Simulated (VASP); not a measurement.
# What spin-orbit coupling changes in Ta, part 3 of 3

Aim: run bands, DOS and a relaxation of Ta twice, without and with spin-orbit coupling. All runs use PBEsol. Left out of this account: 1 further run (fields: a reference on another mesh). The start is a cell from a database of measured crystal structures.

VASP 6.6.1, plane waves and PAW; the level of theory is named at each step.

Still holding for the runs below: This run has no spin polarisation. Its electron count is odd, so without a moment it is a metal by construction.

So far. Step 5 (Total and projected DOS (PBEsol + SOC)): The DOS at the Fermi level goes from 1.45 to 1.49 states/eV/cell, a number that is sensitive to the mesh. The run took 2.9 times the core time, with 22 spinor bands against 16. Of the states within 0.3 eV of the Fermi level, the largest shares in the PAW spheres are Ta d 57 % and Ta p 8 %. The rest lies in smaller channels or between the spheres. The relaxed cell has a = 3.283 Å (conventional setting).

## 7. Full relaxation (PBEsol + SOC)

This step: PBEsol, spin-orbit coupling; plane waves and PAW (Ta_pv) (VASP 6.6.1).

The same relaxation with spinors and spin-orbit coupling.

The input, INCAR:

```
SYSTEM = Ta
PREC = Accurate
ENCUT = 400
EDIFF = 1E-06
NELM = 100
ISMEAR = -1
SIGMA = 0.05
LREAL = .FALSE.
ALGO = Normal
GGA = PS
LNONCOLLINEAR = .TRUE.
MAGMOM = 0 0 0
NBANDS = 22
GGA_COMPAT = .FALSE.
LASPH = .TRUE.
LSORBIT = .TRUE.
LMAXMIX = 4
LORBIT = 11
LWAVE = .FALSE.
LCHARG = .FALSE.
KPAR = 2
IBRION = 2
NSW = 60
ISIF = 3
EDIFFG = -0.01
```

The input, POSCAR:

```
Ta
1.0
   -1.6512800000      1.6512800000      1.6512800000
    1.6512800000     -1.6512800000      1.6512800000
    1.6512800000      1.6512800000     -1.6512800000
Ta
1
Direct
    0.0000000000      0.0000000000      0.0000000000
```

The input, KPOINTS:

```
Automatic mesh
0
Gamma
14 14 14
0 0 0
```

The projector-augmented-wave data sets are Ta_pv (PBE family, release 64).

Launch:

```
> mpirun -np 2 vasp_ncl
```

Log:

```text
[... set-up lines as in an earlier step ...]
 entering main loop
       N       E                     dE             d eps       ncg     rms          rms(c)
[... 12 cycles as in an earlier step ...]
   1 F= -.13272733E+02 E0= -.13268172E+02  d E =-.132727E+02  mag=    -0.0000    -0.0000     0.0000
 curvature:   0.00 expect dE= 0.000E+00 dE for cont linesearch  0.000E+00
 trial: gam= 0.00000 g(F)=  0.279E-63 g(S)=  0.263E-01 ort = 0.000E+00 (trialstep = 0.100E+01)
 search vector abs. value=  0.263E-01
 bond charge predicted
       N       E                     dE             d eps       ncg     rms          rms(c)
DAV:   1    -0.134938240235E+02   -0.22109E+00   -0.66405E+00  4822   0.333E+01    0.454E+00
DAV:   2    -0.133002565173E+02    0.19357E+00   -0.22517E-01  4822   0.560E+00    0.162E+00
DAV:   3    -0.132528399767E+02    0.47417E-01   -0.12557E-01  5234   0.410E+00    0.657E-01
DAV:   4    -0.132538338564E+02   -0.99388E-03   -0.32134E-03  5402   0.491E-01    0.219E-01
DAV:   5    -0.132537786576E+02    0.55199E-04   -0.17450E-04  5314   0.157E-01    0.706E-02
DAV:   6    -0.132537671561E+02    0.11502E-04   -0.10453E-04  5370   0.114E-01    0.387E-02
DAV:   7    -0.132537678479E+02   -0.69176E-06   -0.12544E-05  5116   0.395E-02    0.118E-03
DAV:   8    -0.132537677543E+02    0.93554E-07   -0.85029E-08  3048   0.333E-03
   2 F= -.13253768E+02 E0= -.13248781E+02  d E =0.189650E-01  mag=     0.0000     0.0000    -0.0000
 trial-energy change:    0.018965  1 .order    0.019557   -0.026316    0.065429
 step:   0.2949(harm=  0.2868)  dis= 0.00000  next Energy=   -13.276628 (dE=-0.390E-02)
 bond charge predicted
       N       E                     dE             d eps       ncg     rms          rms(c)
DAV:   1    -0.133960121025E+02   -0.14224E+00   -0.35058E+00  4818   0.248E+01    0.314E+00
DAV:   2    -0.132987008048E+02    0.97311E-01   -0.12961E-01  4846   0.398E+00    0.113E+00
DAV:   3    -0.132763377309E+02    0.22363E-01   -0.63050E-02  5134   0.278E+00    0.408E-01
DAV:   4    -0.132767368954E+02   -0.39916E-03   -0.98049E-04  5440   0.302E-01    0.168E-01
DAV:   5    -0.132767375909E+02   -0.69550E-06   -0.75206E-05  5370   0.994E-02    0.516E-02
DAV:   6    -0.132767281027E+02    0.94882E-05   -0.37403E-05  5222   0.644E-02    0.227E-02
DAV:   7    -0.132767264562E+02    0.16464E-05   -0.21041E-06  5136   0.153E-02    0.940E-04
DAV:   8    -0.132767264865E+02   -0.30276E-07   -0.16257E-08  2720   0.148E-03
   3 F= -.13276726E+02 E0= -.13272023E+02  d E =-.399373E-02  mag=     0.0000     0.0000    -0.0000
 curvature:  -0.14 expect dE=-0.711E-06 dE for cont linesearch -0.711E-06
 trial: gam=-0.01354 g(F)=  0.147E-63 g(S)=  0.496E-05 ort = 0.361E-03 (trialstep = 0.859E+00)
 search vector abs. value=  0.103E-08
 reached required accuracy - stopping structural energy minimisation
```

Elapsed: 59 s, on 2 MPI ranks of AMD EPYC 7R43, shared host; peak memory 0.31 GiB.

From OUTCAR (step 7):

```text
   NELECT =      11.0000    total number of electrons

 E-fermi :   5.4337

 k-point     1 :       0.0000    0.0000    0.0000
  band No.  band energies     occupation
    ...
      4     -24.9175      1.00000
      5     -24.9175      1.00000
      6     -24.9175      1.00000
      7      -2.5297      1.00000
      8      -2.5297      1.00000
      9       6.0165      0.00001
     10       6.0165      0.00001
     11       6.0165      0.00001
     12       6.0165      0.00001
     13       6.4345      0.00000
    ...

  Total       -0.0058519     -0.0058519     -0.0058519      0.0000000      0.0000000     -0.0000000
  in kB       -0.5301669     -0.5301669     -0.5301669      0.0000000      0.0000000     -0.0000000
  external PRESSURE =      -0.5301669 kB  Pullay stress =       0.0000000 kB

 POSITION                                       TOTAL-FORCE (eV/Angst)
 -----------------------------------------------------------------------------------
      0.00000      0.00000      0.00000         0.000000      0.000000     -0.000000
 -----------------------------------------------------------------------------------
    total drift:                                0.000000     -0.000000      0.000000

  FREE ENERGIE OF THE ION-ELECTRON SYSTEM (eV)
  ---------------------------------------------------
  free  energy   TOTEN  =       -13.2767264865 eV

  energy  without entropy=      -13.2673187162  energy(sigma->0) =      -13.27202260

 Spin-Orbit-Coupling matrix elements
 Ion:    1  E_soc:     -1.4160305

 magnetization (x)
# of ion       s       p       d       tot
------------------------------------------
    1        0.000   0.000   0.000   0.000

 magnetization (y)
# of ion       s       p       d       tot
------------------------------------------
    1        0.000   0.000  -0.000  -0.000

[... 9 parts as in an earlier step ...]

[... 10 further parts left out ...]
```

CONTCAR:

```
Ta
   1.00000000000000
    -1.6412630487541411    1.6412630487541411    1.6412630487541411
     1.6412630487541411   -1.6412630487541411    1.6412630487541411
     1.6412630487541411    1.6412630487541411   -1.6412630487541411
  Ta
     1
Direct
     0.0000000000000000    0.0000000000000000    0.0000000000000000
```

Relaxation path:

```
step  energy less that of the first step (eV)  largest force (eV/Å)  pressure (GPa)  volume (Å³)
   1                                   0.0000                0.0000           -3.79        18.01
   2                                   0.0190                0.0000           10.04        16.92
   3                                  -0.0040                0.0000           -0.05        17.68
```

```
conventional cell, symmetrised  before  after  change
                         a (Å)   3.303  3.283  -0.6 %
                         b (Å)   3.303  3.283  -0.6 %
                         c (Å)   3.303  3.283  -0.6 %
              volume (Å³/atom)   18.01  17.68  -1.8 %
```

The relaxed structure:

```cif
data_structure
_symmetry_space_group_name_H-M 'P 1'
_symmetry_Int_Tables_number 1
_cell_length_a 2.8428
_cell_length_b 2.8428
_cell_length_c 2.8428
_cell_angle_alpha 109.471
_cell_angle_beta 109.471
_cell_angle_gamma 109.471
_cell_volume 17.68
loop_
_atom_site_label
_atom_site_type_symbol
_atom_site_fract_x
_atom_site_fract_y
_atom_site_fract_z
_atom_site_occupancy
Ta1 Ta 0.00000 0.00000 0.00000 1
```

Numbers from this step:

```
bands                           : 22
free energy (TOTEN)             : -13.28 eV
energy at zero smearing         : -13.27 eV
Fermi energy                    : 5.434 eV
pressure                        : -0.05302 GPa
SCF cycles over all ionic steps : 28
```

On-site spin-orbit energy by atom:

```
atom  on-site spin-orbit energy (eV)
 Ta1                           -1.42
```

The cell ends at 17.68 Å³/atom, -0.1 % from the run without the coupling. The run took 4.3 times the core time, with 22 spinor bands against 11.

The cell shrank by 1.8 % in volume.

## 8. The runs together

```
                               quantity  without  with spin-orbit coupling
                               gap (eV)     none                      none
                    core minutes, bands     0.37                       1.2
DOS at the Fermi level (states/eV/cell)     1.45                      1.49
                      core minutes, DOS     0.32                      0.93
               relaxed volume (Å³/atom)    17.70                     17.68
               core minutes, relaxation     0.46                       2.0
```

## 9. Outcome

| Property | Result |
| --- | --- |
| gap (eV), without → with | none → none |
| DOS at the Fermi level (states/eV/cell), without → with | 1.45 → 1.49 |
| relaxed volume (Å³/atom), without → with | 17.70 → 17.68 |

In words: Ta has no gap with or without spin-orbit coupling. The relaxed volume moves by -0.1 %. The spinor runs cost 2.9 to 4.3 times as much, on a shared host.

[Lines on the potential files, build, host, timing and source positions are cut from VASP's logs without a mark.]

[Logs are printed without paths, hosts, clocks, repeated set-up lines and the standing remarks that a program may print on its own settings, such as how far it seeks lower states.]

[Hosts, paths, dates, database ids (printed as entryN), source tags and the programs' standing remarks are cut or masked in the printed files.]

[A measured line is paired with the nearest computed mode of its activity, which favours agreement.]
